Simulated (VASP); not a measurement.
Input:

```xyz
2
Lattice="1.3864 -2.4014 0.0000 1.3864 2.4014 0.0000 0.0000 0.0000 4.3711" Properties=species:S:1:pos:R:3 pbc="T T T"
Os     1.3864     0.8005     1.0928
Os     1.3864    -0.8005     3.2783
```

Method: LDA (Ceperley-Alder, Perdew-Zunger), VASP's LDA PAW potentials (set 64) (plane waves; VASP). Numerical set-up: 520 eV cut-off, 15×15×9 Γ-centred mesh, first-order Methfessel-Paxton smearing of 0.10 eV, potentials Os.

Unless said otherwise, spin-orbit coupling is left out, though it shifts the bands of the heavy elements here.

Question: Predict the energy per atom (σ→0), pressure, band gap (on the k-mesh) with the smallest direct gap where there is one.

Answer: 
| Quantity | Result |
|---|---|
| band gap (on the k-mesh) | none (metal, semimetal or under 0.01 eV) |
| energy per atom (σ→0) | -12.595 eV/atom |
| pressure | -23.10 GPa |

The absolute energy has meaning only against runs of the same code, potentials and settings.

The compound is Os in the hcp structure. This cell is one point of a volume scan, at 1.06 of the reference volume.
